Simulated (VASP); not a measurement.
Input:

```
CELL_PARAMETERS angstrom
      3.19473     0.00000     0.00000
      0.00000     3.19473     0.00000
      0.00000     0.00000     3.19473
ATOMIC_POSITIONS crystal
  Zn 0.50000 0.50000 0.50000
  Au 0.00000 0.00000 0.00000
```

These are LDA (Ceperley-Alder, Perdew-Zunger), VASP's LDA PAW potentials (set 64) (plane waves; VASP) values and carry that method's errors. Settings: 300 eV cut-off, 7×7×7 Γ-centred mesh, first-order Methfessel-Paxton smearing of 0.27 eV, potentials Zn Au.

At this cut-off the stress carries a Pulay error, which pulls relaxed volumes low. Unless said otherwise, spin-orbit coupling is left out, though it shifts the bands of the heavy elements here.

Estimate the energy per atom (σ→0), pressure, band gap (on the k-mesh) with the smallest direct gap where there is one.

| Property | Result |
|---|---|
| band gap (on the k-mesh) | none (metal, semimetal or under 0.01 eV) |
| energy per atom (σ→0) | -3.334 eV/atom |
| pressure | -120.4 kbar |

The absolute energy has meaning only against runs of the same code, potentials and settings.

The structure is a typed AuZn crystal. The cell was not relaxed at this level. The electron count is odd and the run is not spin-polarised, which forces a metal.
